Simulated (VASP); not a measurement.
A run of VASP 6.6.1 is set up as follows.

The input INCAR:

```
PREC = Accurate
ENCUT = 400
EDIFF = 1E-6
ISMEAR = 0
SIGMA = 0.05
LREAL = Auto
LASPH = T
NELM = 60
ALGO = Normal
ISIF = 2
LWAVE = F
LCHARG = F
GGA = RP
NBANDS = 388
ISYM = 0
NCORE = 4
```

File KPOINTS:

```
Automatic mesh
0
Gamma
  1 1 1
```

The input POSCAR:

```
Ge48PH19                                
1.0
    8.0016203359      8.0016203359      0.0000000000
   -8.0016203359      8.0016203359      0.0000000000
    0.0000000000      0.0000000000     23.7419000000
  Ge              H               P             
    48    19     1
Selective dynamics
Direct
     0.6852101726000422    0.3142891664750986    0.4205645719494973   T   T   T
     0.8123869635728218    0.6808061986313091    0.4205725012720704   T   T   T
     0.0495971329780872    0.9502881267652349    0.4363265467135337   T   T   T
     0.3189716461081674    0.1873958767493798    0.4206589597328402   T   T   T
     0.9682828002506705    0.5335272526888514    0.4556024759578887   T   T   T
     0.2069228964181127    0.7928674235541608    0.4347668567877366   T   T   T
     0.4660053135273606    0.0311708886610442    0.4557382482761468   T   T   T
     0.5335318238799998    0.4662693137970287    0.4567239373474750   T   T   T
     0.8761712725396097    0.3891789636412676    0.3862691609001203   T   T   T
     0.8803290235822299    0.8710298848205724    0.3834971907843541   T   T   T
     0.1287568225490772    0.1197120299626563    0.3835716904913976   T   T   T
     0.3878192734949683    0.3798061675038083    0.3870540097357550   T   T   T
     0.1111307167160888    0.6262378661668281    0.3860020189040285   T   T   T
     0.3735394789104878    0.8885327759104212    0.3859198679148569   T   T   T
     0.6106206841341086    0.1231889566239261    0.3865422442645609   T   T   T
     0.6199668512139116    0.6120306711949965    0.3870484203589294   T   T   T
     0.9979799414343680    0.2522820336672432    0.3288687770371981   T   T   T
     0.0017388236885018    0.7480406380626420    0.3180211878198003   T   T   T
     0.2522567550286710    0.9986713638439623    0.3180551050849345   T   T   T
     0.4989283365751224    0.2504263422605534    0.3186789066680544   T   T   T
     0.2484424799937454    0.5013731235266760    0.3305269787906067   T   T   T
     0.4986791672467675    0.7515002689830627    0.3304678365827692   T   T   T
     0.7477272679513520    0.0019594916803205    0.3289197027788943   T   T   T
     0.7498903453197349    0.5016097799657055    0.3185532291068196   T   T   T
     0.8733419150316757    0.1266260163786047    0.2674032980998914   T   T   T
     0.8755680364518806    0.6249666838822561    0.2597900213170139   T   T   T
     0.1244119021214140    0.8759313284589350    0.2601665557457229   T   T   T
     0.3754968199147768    0.1247738015157685    0.2598329354394996   T   T   T
     0.1267772352670217    0.3746662944173098    0.2677592546464543   T   T   T
     0.3729449437449358    0.6270344497801569    0.2683518087259171   T   T   T
     0.6254080531291857    0.8732363558177733    0.2677501565810964   T   T   T
     0.6231661841924357    0.3771323935765277    0.2602895420709613   T   T   T
     0.7504943879926936    0.2495283530043070    0.2036284062281293   T   T   T
     0.7482831718669324    0.7516527989294460    0.2033871257498576   T   T   T
     0.9968578921717305    0.0031194933057905    0.2039357101235370   T   T   T
     0.2483983942880003    0.2517243597992751    0.2034194919562980   T   T   T
     0.0027795988236405    0.4972016937538810    0.2039227940886565   T   T   T
     0.2511995850467958    0.7488421484804932    0.2035380856891218   T   T   T
     0.5028357437094949    0.9972102846791201    0.2039282521121492   T   T   T
     0.4957775953710434    0.5041957328878849    0.2040728864920527   T   T   T
     0.8750000000000000    0.3750000000000000    0.1448662490999979   F   F   F
     0.8750000000000000    0.8750000000000000    0.1448662490999979   F   F   F
     0.1250000000000000    0.1250000000000000    0.1448662490999979   F   F   F
     0.3750000000000000    0.3750000000000000    0.1448662490999979   F   F   F
     0.1250000000000000    0.6250000000000000    0.1448662490999979   F   F   F
     0.3750000000000000    0.8750000000000000    0.1448662490999979   F   F   F
     0.6250000000000000    0.1250000000000000    0.1448662490999979   F   F   F
     0.6250000000000000    0.6250000000000000    0.1448662490999979   F   F   F
     0.9510221023000014    0.2989778976999986    0.1052990704000010   F   F   F
     0.7989778976999986    0.4510221023000014    0.1052990704000010   F   F   F
     0.9510221023000014    0.7989778976999986    0.1052990704000010   F   F   F
     0.7989778976999986    0.9510221023000014    0.1052990704000010   F   F   F
     0.2010221023000014    0.0489778976999986    0.1052990704000010   F   F   F
     0.0489778976999986    0.2010221023000014    0.1052990704000010   F   F   F
     0.4510221023000014    0.2989778976999986    0.1052990704000010   F   F   F
     0.2989778976999986    0.4510221023000014    0.1052990704000010   F   F   F
     0.2010221023000014    0.5489778976999986    0.1052990704000010   F   F   F
     0.0489778976999986    0.7010221023000014    0.1052990704000010   F   F   F
     0.4510221023000014    0.7989778976999986    0.1052990704000010   F   F   F
     0.2989778976999986    0.9510221023000014    0.1052990704000010   F   F   F
     0.7010221023000014    0.0489778976999986    0.1052990704000010   F   F   F
     0.5489778976999986    0.2010221023000014    0.1052990704000010   F   F   F
     0.7010221023000014    0.5489778976999986    0.1052990704000010   F   F   F
     0.5489778976999986    0.7010221023000014    0.1052990704000010   F   F   F
     0.2772566215500911    0.8661575427246858    0.5434022567787197   T   T   T
     0.1366478832953955    0.7487012010812875    0.5472882567107326   T   T   T
     0.0136873983906750    0.9862007116022405    0.4972192032677777   T   T   T
     0.2566548355087342    0.7453655626009166    0.5282943871322306   T   T   T
```

Potentials or basis: VASP PAW PBE potentials, release 64 (Ge_d, H, P).

Run with:

```console
$ cat potpaw_PBE.64/Ge_d/POTCAR potpaw_PBE.64/H/POTCAR potpaw_PBE.64/P/POTCAR > POTCAR
$ mpirun -np 8 vasp_gam > vasp.out
```

(1) Estimate the largest force.

(2) Predict the band gap on the k mesh.

Results:

(1) 0.355 eV/Å.

(2) 0.47 eV, direct.

Caveat: the PAW data sets were made with another functional, which shifts forces and pressure a little.
